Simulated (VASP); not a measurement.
Input:

```xyz
2
Lattice="0.0000 2.3029 2.3029 2.3029 0.0000 2.3029 2.3029 2.3029 0.0000" Properties=species:S:1:pos:R:3 pbc="T T T"
Hf     0.0000     0.0000     0.0000
C      2.3029     2.3029     2.3029
```

These are PBEsol GGA, VASP's PBE PAW potentials (set 64) (plane waves; VASP) values and carry that method's errors. Run with 530 eV cut-off, 12×12×12 Γ-centred mesh, first-order Methfessel-Paxton smearing of 0.10 eV, potentials Hf_pv C.

Unless said otherwise, spin-orbit coupling is left out, though it shifts the bands of the heavy elements here.

Problem. Estimate the energy per atom (σ→0), band gap (on the k-mesh) with the smallest direct gap where there is one.

Solution. 
The band gap (on the k-mesh) is none (metal, semimetal or under 0.01 eV) and the energy per atom (σ→0) comes out as -11.098 eV/atom.

The compound is HfC in the rock salt structure. It was relaxed first. The start is the result of an earlier pass.
